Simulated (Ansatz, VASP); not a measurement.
KHgH3 in VASP and in Ansatz

```
K Hg H
1.0
     4.11289    0.00000    0.00000
     0.00000    4.11289    0.00000
     0.00000    0.00000    4.11289
K Hg H
1 1 3
Direct
  0.00000 0.00000 0.00000
  0.50000 0.50000 0.50000
  0.50000 0.50000 0.00000
  0.50000 0.00000 0.50000
  0.00000 0.50000 0.50000
```

The cell comes from a database or a generator and needn't be the stable form of this composition.

Alike in both runs: task single point; functional PBE; k mesh 4 × 4 × 4; occupations gaussian, width 0.05 eV; no spin polarisation.

|  | VASP | Ansatz |
| --- | --- | --- |
| version | VASP 6.6.1 | Ansatz 0.2.0 |
| potentials or method | VASP PAW PBE potentials, release 64 (K_sv, Hg, H) | scalar-relativistic, plane waves, PAW |
| plane-wave cutoff (eV) | 520 | 420 |
| valence electrons in the cell | 24 | 32 |

|  | VASP | Ansatz | Ansatz less VASP |
| --- | --- | --- | --- |
| gap on the k mesh at the Fermi level (eV) | none | none | - |
| pressure (GPa) | 0.1 | 0.0 | -0.08 |

A gap of «none» marks a metal or a gap that the smearing closes. The two sets of potentials don't hold the same shells in valence.

Caveats: the k mesh is coarse (spacing up to 0.38 Å⁻¹), so the values aren't converged. Spin-orbit coupling is left out, which matters for the levels of Hg.
